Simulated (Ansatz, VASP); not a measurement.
## One calculation of Nb2SiN, two programs

```xyz
4
Lattice="2.9550 0.0000 0.0000 -1.4775 2.5591 0.0000 0.0000 0.0000 9.2092" Properties=species:S:1:pos:R:3 pbc="T T T"
Nb    0.0000    0.0000    7.3516
Nb    0.0000    0.0000    1.8575
Si    0.0000    0.0000    4.6046
N     0.0000    0.0000    0.0000
```

Alike in both runs: task relaxation of cell and atoms; functional PBE; k mesh 18 × 18 × 6; occupations gaussian, width 0.1 eV; no spin polarisation.

```csv
,VASP,Ansatz
version,VASP 6.6.1,Ansatz 0.2.0
potentials or method,"VASP PAW PBE potentials, release 64 (Nb_sv, Si, N)","scalar-relativistic, plane waves, PAW"
plane-wave cutoff (eV),600,420
valence electrons in the cell,35,35
```

|  | VASP | Ansatz | Ansatz less VASP |
| --- | --- | --- | --- |
| gap on the k mesh at the Fermi level, each at its own relaxed structure (eV) | none | none | - |
| relaxed volume (Å³/atom) | 17.45 | 17.48 | +0.033 |
| relaxed cell length with the largest relative difference (Å) | 2.971 | 2.973 | +0.0020 |
| energy change over the relaxation (meV/atom) | -2 | -2 | 0.0 |

A gap of «none» marks a metal or a gap that the smearing closes.
